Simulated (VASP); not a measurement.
Output of a VASP run:

File OUTCAR:
```
 ion  position               nearest neighbor table
   1  0.000  0.000  0.000-   2 2.40   2 2.40   2 2.40   2 2.40   2 2.40   2 2.40
   2  0.500  0.500  0.500-   1 2.40   1 2.40   1 2.40   1 2.40   1 2.40   1 2.40
  LATTYP: Found a face centered cubic cell.
 ALAT       =     4.8100000000
 Subroutine PRICEL returns:
 Original cell was already a primitive cell.
 Subroutine GETGRP returns: Found 48 space group operations
The static configuration has the point symmetry O_h .
The dynamic configuration has the point symmetry O_h .
 Subroutine INISYM returns: Found 48 space group operations
 Subroutine IBZKPT returns following result:
 Found     35 irreducible k-points:

 Following reciprocal coordinates:
            Coordinates               Weight
  0.000000  0.000000  0.000000      1.000000
  0.111111  0.000000  0.000000      8.000000
  0.222222  0.000000  0.000000      8.000000
  0.333333  0.000000  0.000000      8.000000
  0.444444  0.000000  0.000000      8.000000
  0.111111  0.111111  0.000000      6.000000
  0.222222  0.111111  0.000000     24.000000
  0.333333  0.111111  0.000000     24.000000
  0.444444  0.111111  0.000000     24.000000
 -0.444444  0.111111  0.000000     24.000000
 -0.333333  0.111111  0.000000     24.000000
 -0.222222  0.111111  0.000000     24.000000
 -0.111111  0.111111  0.000000     12.000000
  0.222222  0.222222  0.000000      6.000000
  0.333333  0.222222  0.000000     24.000000
  0.444444  0.222222  0.000000     24.000000
 -0.444444  0.222222  0.000000     24.000000
 -0.333333  0.222222  0.000000     24.000000
 -0.222222  0.222222  0.000000     12.000000
  0.333333  0.333333  0.000000      6.000000
  0.444444  0.333333  0.000000     24.000000
 -0.444444  0.333333  0.000000     24.000000
 -0.333333  0.333333  0.000000     12.000000
  0.444444  0.444444  0.000000      6.000000
 -0.444444  0.444444  0.000000     12.000000
  0.333333  0.222222  0.111111     24.000000
  0.444444  0.222222  0.111111     48.000000
 -0.444444  0.222222  0.111111     48.000000
  0.444444  0.333333  0.111111     24.000000
 -0.444444  0.333333  0.111111     48.000000
 -0.333333  0.333333  0.111111     48.000000
 -0.222222  0.333333  0.111111     24.000000
 -0.444444  0.444444  0.111111     24.000000
 -0.333333  0.444444  0.111111     24.000000
 -0.333333  0.444444  0.222222     24.000000
   k-points           NKPTS =     35   k-points in BZ     NKDIM =     35   number of bands    NBANDS=     12
   number of dos      NEDOS =    301   number of ions     NIONS =      2
   total plane-waves  NPLWV =  21952
   dimension x,y,z NGX =    28 NGY =   28 NGZ =   28
   dimension x,y,z NGXF=    56 NGYF=   56 NGZF=   56
   ions per type =               1   1
   PREC   = accura    normal or accurate (medium, high low for compatibility)
   ISTART =      0    job   : 0-new  1-cont  2-samecut
   ICHARG =      2    charge: 1-file 2-atom 10-const
   ISPIN  =      1    spin polarized calculation?
   LNONCOLLINEAR =      F non collinear calculations
   LSORBIT =      F    spin-orbit coupling
   INIWAV =      1    electr: 0-lowe 1-rand  2-diag
   ENCUT  =  520.0 eV  38.22 Ry    6.18 a.u.   6.32  6.32  6.32*2*pi/ulx,y,z
   NELM   =    100;   NELMIN=  2; NELMDL= -5     # of ELM steps
   EDIFF  = 0.1E-05   stopping-criterion for ELM
   LREAL  =      F    real-space projection
   NLSPLINE    = F    spline interpolate recip. space projectors
   LMAXMIX     =    2 max onsite mixed and CHGCAR
   VOSKOWN=      0    Vosko Wilk Nusair interpolation
   EDIFFG = -.1E-01   stopping-criterion for IOM
   NSW    =     60    number of steps for IOM
   NBLOCK =      1;   KBLOCK =     60    inner block; outer block
   IBRION =      2    ionic relax: 0-MD 1-quasi-New 2-CG
   NFREE  =      1    steps in history (QN), initial steepest desc. (CG)
   ISIF   =      3    stress and relaxation
   ISYM   =      2    0-nonsym 1-usesym 2-fastsym
   TEIN   =    0.0    initial temperature
   TEBEG  =    0.0;   TEEND  =   0.0 temperature during run
...
```

### OSZICAR
```
       N       E                     dE             d eps       ncg     rms          rms(c)
DAV:   1     0.131212540234E+03    0.13121E+03   -0.86703E+03   848   0.135E+03
DAV:   2    -0.929698309186E+01   -0.14051E+03   -0.13340E+03   968   0.332E+02
DAV:   3    -0.157150526259E+02   -0.64181E+01   -0.63712E+01  1100   0.747E+01
DAV:   4    -0.158879794128E+02   -0.17293E+00   -0.17280E+00  1168   0.113E+01
DAV:   5    -0.158911256457E+02   -0.31462E-02   -0.31461E-02  1072   0.135E+00    0.843E+00
DAV:   6    -0.143135063349E+02    0.15776E+01   -0.86155E+00   968   0.270E+01    0.381E+00
DAV:   7    -0.142214760801E+02    0.92030E-01   -0.74118E-01  1136   0.852E+00    0.173E+00
DAV:   8    -0.141919909128E+02    0.29485E-01   -0.75772E-02   972   0.310E+00    0.346E-01
DAV:   9    -0.141900355526E+02    0.19554E-02   -0.14109E-02  1068   0.949E-01    0.112E-01
DAV:  10    -0.141901276900E+02   -0.92137E-04   -0.10971E-03   972   0.335E-01    0.219E-02
DAV:  11    -0.141901373735E+02   -0.96835E-05   -0.14221E-04  1244   0.967E-02    0.221E-02
DAV:  12    -0.141901288341E+02    0.85395E-05   -0.28758E-05  1024   0.566E-02    0.191E-03
DAV:  13    -0.141901289683E+02   -0.13422E-06   -0.19886E-06   848   0.135E-02
   1 F= -.14190129E+02 E0= -.14190129E+02  d E =-.141901E+02
       N       E                     dE             d eps       ncg     rms          rms(c)
DAV:   1    -0.150178215024E+02   -0.82769E+00   -0.19940E+01   916   0.539E+01    0.609E+00
DAV:   2    -0.143367228172E+02    0.68110E+00   -0.23572E+00   880   0.154E+01    0.227E+00
DAV:   3    -0.142202834288E+02    0.11644E+00   -0.32579E-01  1456   0.776E+00    0.854E-01
DAV:   4    -0.142095182990E+02    0.10765E-01   -0.92888E-02  1328   0.286E+00    0.256E-01
DAV:   5    -0.142110668612E+02   -0.15486E-02   -0.11438E-03  1096   0.402E-01    0.210E-01
DAV:   6    -0.142158000650E+02   -0.47332E-02   -0.86714E-03  1340   0.493E-01    0.843E-02
DAV:   7    -0.142158663690E+02   -0.66304E-04   -0.82862E-05  1056   0.122E-01    0.272E-02
DAV:   8    -0.142158602004E+02    0.61686E-05   -0.78059E-06   896   0.344E-02    0.592E-03
DAV:   9    -0.142158592405E+02    0.95986E-06   -0.21875E-06   912   0.874E-03
   2 F= -.14215859E+02 E0= -.14215859E+02  d E =-.257303E-01
       N       E                     dE             d eps       ncg     rms          rms(c)
DAV:   1    -0.142958173036E+02   -0.79957E-01   -0.18943E+00   908   0.171E+01    0.183E+00
DAV:   2    -0.142351147446E+02    0.60703E-01   -0.23659E-01   944   0.480E+00    0.716E-01
DAV:   3    -0.142234366152E+02    0.11678E-01   -0.30134E-02  1396   0.229E+00    0.278E-01
DAV:   4    -0.142221683445E+02    0.12683E-02   -0.11078E-02  1316   0.981E-01    0.943E-02
DAV:   5    -0.142222318737E+02   -0.63529E-04   -0.99134E-05  1036   0.118E-01    0.874E-02
DAV:   6    -0.142227483938E+02   -0.51652E-03   -0.60944E-04  1348   0.159E-01    0.350E-02
DAV:   7    -0.142227866533E+02   -0.38259E-04   -0.61683E-05  1376   0.768E-02    0.581E-03
DAV:   8    -0.142227853125E+02    0.13407E-05   -0.21352E-06   980   0.119E-02    0.111E-03
DAV:   9    -0.142227853442E+02   -0.31730E-07   -0.45998E-07   536   0.368E-03
   3 F= -.14222785E+02 E0= -.14222785E+02  d E =-.326564E-01
```

File OUTCAR:
```
------------------------ aborting loop because EDIFF is reached ----------------------------------------
  FORCE on cell =-STRESS in cart. coord.  units (eV):
  Direction    XX          YY          ZZ          XY          YZ          ZX
  --------------------------------------------------------------------------------------
  Total       -0.0006084     -0.0006084     -0.0006084      0.0000000     -0.0000000     -0.0000000
  in kB       -0.0370917     -0.0370917     -0.0370917      0.0000000     -0.0000000     -0.0000000
  external PRESSURE =      -0.0370917 kB  Pullay stress =       0.0000000 kB
  volume of cell :       26.28
      direct lattice vectors                 reciprocal lattice vectors
     0.000000000  2.359775071  2.359775071    -0.211884601  0.211884601  0.211884601
     2.359775071  0.000000000  2.359775071     0.211884601 -0.211884601  0.211884601
     2.359775071  2.359775071 -0.000000000     0.211884601  0.211884601 -0.211884601
  FREE ENERGIE OF THE ION-ELECTRON SYSTEM (eV)
  ---------------------------------------------------
  free  energy   TOTEN  =       -14.2227853442 eV

  energy  without entropy=      -14.2227853442  energy(sigma->0) =      -14.22278534

 reached required accuracy - stopping structural energy minimisation
```
(Selected blocks of OUTCAR.)

### POSCAR
```
CaO
1
    0.0000000000     2.4050000000     2.4050000000
    2.4050000000     0.0000000000     2.4050000000
    2.4050000000     2.4050000000     0.0000000000
Ca O
1 1
Direct
  0.0000000000   0.0000000000   0.0000000000
  0.5000000000   0.5000000000   0.5000000000
```

Q: Reconstruct the remaining input files.

A: This is not unique; one that fits is the input of the run itself, LDA (Ceperley-Alder, Perdew-Zunger), plane waves, VASP's LDA PAW potentials (set 64).

**INCAR**
```
SYSTEM  =  CaO
PREC  =  Accurate; ENCUT  =  520; LREAL  =  F
LASPH  =  T
EDIFF  =  1E-6; NELM  =  100; ALGO  =  Normal
ISMEAR  =  0; SIGMA  =  0.05
IBRION  =  2; NSW  =  60; ISIF  =  3
EDIFFG  =  -0.01
LWAVE  =  F; LCHARG  =  F
```

**KPOINTS**
```
Automatic mesh
0
Gamma
9 9 9
0 0 0
```

POTCAR, in this order: Ca_sv O (LDA.64 set). Program: vasp_std.

Energy and stress use the plane-wave basis of the starting cell.

The compound is CaO in the rock salt structure. This run relaxes it. Symmetry was kept, so distortions that lower it aren't found.
